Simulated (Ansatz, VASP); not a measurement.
# Be3Sb2: VASP beside Ansatz

```
CELL_PARAMETERS angstrom
3.99752 0.00000 0.00000
0.00000 3.99752 0.00000
0.00000 0.00000 5.92537
ATOMIC_POSITIONS crystal
Be 0.00000 0.00000 0.00000
Be 0.50000 0.50000 0.50000
Be 0.00000 0.00000 0.50000
Sb 0.50000 0.00000 0.75708
Sb 0.00000 0.50000 0.24292
```

Change from the starting cell: ordered vacancies on the cation sites of antifluorite (P-4m2, No. 115).

Alike in both runs: functional PBE; k mesh 10 × 10 × 6; occupations gaussian, width 0.1 eV; no spin polarisation.

Ansatz relaxed the structure, and its values are those at the end. VASP's run is a single point on that final structure, the one shown.

```csv
,VASP,Ansatz
version,VASP 6.6.1,Ansatz 0.2.0
potentials or method,"VASP PAW PBE potentials, release 64 (Be, Sb)","scalar-relativistic, plane waves, PAW"
plane-wave cutoff (eV),520,420
valence electrons in the cell,16,36
```

|  | VASP | Ansatz | Ansatz less VASP |
| --- | --- | --- | --- |
| gap on the k mesh at the Fermi level (eV) | none | none | - |
| pressure (GPa) | 0.4 | 0.0 | -0.35 |
| rms of the force components (eV/Å) | 0.011 | 0.001 | -0.0105 |

A gap of «none» marks a metal or a gap that the smearing closes. With one functional, cell and mesh, what is left measures potentials, basis and numerics. The two sets of potentials don't hold the same shells in valence.

Spin-orbit coupling is left out, which matters for the levels of Sb.
